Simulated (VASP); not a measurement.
# HfB₂ (AlB2 type): computed properties

All values below come from r2SCAN meta-GGA, VASP's PBE PAW potentials (set 64) (plane waves; VASP).

For HfB2, the space group is P6/mmm (191), the cell is a = b = 3.132 Å, c = 3.482 Å, α = β = 90.00°, γ = 120.00° and the volume per atom comes out as 9.86 Å³/atom. The band gap (over mesh and band path) is none (metal, semimetal or under 0.01 eV). The band gap with spin-orbit coupling is none (metallic) and the density comes out as 11.23 g/cm³.

HfB2 is modelled in the hexagonal space group P6/mmm (No. 191), Pearson symbol hP3. Cell: a = 3.1320 Å, b = 3.1320 Å, c = 3.4821 Å, α = 90.00°, β = 90.00°, γ = 120.00°. Hf on 1a is coordinated by 12 B at 2.510 Å. B on 2d is surrounded by 3 B at 1.808 Å and 6 Hf at 2.510 Å. (Neighbours: up to the widest gap in distance over summed covalent radii, below 1.35, at either atom; cation-cation and far metal-metal contacts left out.)

Unless said otherwise, spin-orbit coupling is left out, though it shifts the bands of the heavy elements here.

The compound is HfB2 in the AlB2 type structure. It was relaxed first. Symmetry was kept, so distortions that lower it aren't found.
